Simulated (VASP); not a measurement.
Consider the following.

```yaml
crystal:
  lattice:
    - [3.09846, 0.00000, 0.00000]
    - [-1.54923, 2.68334, 0.00000]
    - [0.00000, 0.00000, 3.49596]
  atoms:
    - { symbol: Mo, position: [0.00000, 0.00000, 0.00000] }
    - { symbol: Si, position: [0.66667, 0.33333, 0.50000] }
```

The numbers are results of PBEsol GGA, VASP's PBE PAW potentials (set 64) (plane waves; VASP), not measurements. Settings: 400 eV cut-off, Gaussian smearing of 0.050 eV, potentials Mo_sv Si.

Task: Give the energies of bands 5 to 12 at the high-symmetry points, in eV from the Fermi level.

Result: 
| band | Γ | M | K | A | L | H |
|---|---|---|---|---|---|---|
| 5 | -11.16 | -7.38 | -6.47 | -8.76 | -7.62 | -6.89 |
| 6 | -3.48 | -5.36 | -4.84 | -6.30 | -4.31 | -5.08 |
| 7 | -1.25 | -3.14 | -3.66 | -0.73 | -3.44 | -3.44 |
| 8 | -1.25 | -2.94 | -2.67 | -0.73 | -1.90 | -1.45 |
| 9 | 0.62 | 0.26 | -1.30 | -0.34 | 0.00 | -0.85 |
| 10 | 1.11 | 2.23 | 1.56 | -0.34 | 1.61 | 1.68 |
| 11 | 1.11 | 3.33 | 1.92 | 0.71 | 2.75 | 5.24 |
| 12 | 7.51 | 4.29 | 3.07 | 6.81 | 5.75 | 5.50 |

It has no gap at this level: it comes out as a metal or semimetal.

The structure was generated: SiMo was put into the WC type (P-6m2), which need not be its known phase. It was relaxed first, which changed the volume by -14 %.
